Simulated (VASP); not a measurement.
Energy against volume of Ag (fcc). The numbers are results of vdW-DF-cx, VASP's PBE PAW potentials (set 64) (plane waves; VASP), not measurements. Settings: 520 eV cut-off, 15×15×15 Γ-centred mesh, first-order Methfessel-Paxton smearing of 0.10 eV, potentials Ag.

| V (Å³/atom) | E (eV/atom) |
|---|---|
| 16.213 | 0.14165 |
| 16.714 | 0.13537 |
| 17.216 | 0.14014 |
| 17.717 | 0.15392 |

Task: Fit these four points and predict the energy of the run at 15.712 Å³/atom.

Result: A cubic in V^(−2/3), the third-order Birch-Murnaghan form, passes through the four points with V0 = 16.73 Å³/atom and B0 = 117 GPa, and gives 0.1614 eV/atom there. The run gave 0.1614 eV/atom, -0.1 meV/atom from the fit; all five points give B0 = 116 GPa.

The compound is Ag in the fcc structure. It was relaxed first.
